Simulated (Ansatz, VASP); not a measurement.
## Two plane-wave programs on NiSn3

```
Sn Ni
1.0
     0.00000    3.50461    3.50461
     3.50461    0.00000    3.50461
     3.50461    3.50461    0.00000
Sn Ni
3 1
Direct
  0.25000 0.25000 0.25000
  0.75000 0.75000 0.75000
  0.50000 0.50000 0.50000
  0.00000 0.00000 0.00000
```

Alike in both runs: functional PBEsol; k mesh 10 × 10 × 10; occupations gaussian, width 0.1 eV; no spin polarisation.

Ansatz relaxed the structure, and its values are those at the end. VASP's run is a single point on that final structure, the one shown.

|  | VASP | Ansatz |
| --- | --- | --- |
| version | VASP 6.6.1 | Ansatz 0.2.0 |
| potentials or method | VASP PAW PBE potentials, release 64 (Sn_d, Ni) | scalar-relativistic, plane waves, PAW |
| plane-wave cutoff (eV) | 520 | 420 |
| valence electrons in the cell | 52 | 60 |

|  | VASP | Ansatz | Ansatz less VASP |
| --- | --- | --- | --- |
| gap on the k mesh at the Fermi level (eV) | none | none | - |
| pressure (GPa) | 0.0 | 0.0 | 0.00 |

A gap of «none» marks a metal or a gap that the smearing closes. The functional is the same, so the differences come from potentials, cutoffs and numerics. The two sets of potentials don't hold the same shells in valence.

Caveats: the PAW data sets were made with another functional, which shifts forces and pressure a little (VASP). Spin polarisation is off, so any magnetic state and its effect on volume and gap are missing.
